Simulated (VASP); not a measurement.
An input for Quantum ESPRESSO's pw.x (written as the equivalent of a VASP run, and not itself run):

```
&CONTROL
  calculation = 'scf'
  pseudo_dir = './pseudo'
  outdir = './out'
  tprnfor = .true.
  tstress = .true.
/
&SYSTEM
  ibrav = 0
  nat = 2
  ntyp = 2
  ecutwfc = 84
  occupations = 'smearing'
  smearing = 'fermi-dirac'
  degauss = 0.000735
  input_dft = 'pbesol'
/
&ELECTRONS
  conv_thr = 7.3e-08
  electron_maxstep = 100
/
ATOMIC_SPECIES
  Y 88.906 Y.upf
  N 14.007 N.upf
CELL_PARAMETERS angstrom
     0.0000000    2.4400000    2.4400000
     2.4400000    0.0000000    2.4400000
     2.4400000    2.4400000    0.0000000
ATOMIC_POSITIONS crystal
  Y    0.0000000  0.0000000  0.0000000
  N    0.5000000  0.5000000  0.5000000
K_POINTS automatic
  9 9 9 0 0 0
```

Problem. Write the VASP files for the same calculation (PBEsol).

Solution. One answer among several that fit: 
File KPOINTS:
```
Automatic mesh
0
Gamma
9 9 9
0 0 0
```

### POSCAR
```
YN
1
    0.0000000000     2.4400000000     2.4400000000
    2.4400000000     0.0000000000     2.4400000000
    2.4400000000     2.4400000000     0.0000000000
Y N
1 1
Direct
  0.0000000000   0.0000000000   0.0000000000
  0.5000000000   0.5000000000   0.5000000000
```

INCAR:
```
! general
SYSTEM =YN
PREC   =Accurate
ENCUT  =400
LREAL  =.FALSE.
LASPH  =.TRUE.

! electronic loop
EDIFF  =1E-6
NELM   =100
ALGO   =Normal
LMAXMIX=4

! smearing
ISMEAR =-1
SIGMA  =0.01

! functional
GGA    =PS

! ions
ISIF   =2

! output
LWAVE  =.FALSE.
LCHARG =.FALSE.
```

POTCAR, in this order: Y_sv N (PBE.64 set). Program: vasp_std.

Limits of the translation: the potentials are each code's own (VASP's PAW set, PseudoDojo norm-conserving files in pw.x), so ENCUT and ecutwfc are chosen apart and not converted; conv_thr bounds pw.x's estimated SCF error, while EDIFF bounds the energy change between steps.

The structure is a typed YN crystal (Fm-3m). The cell was not relaxed at this level.
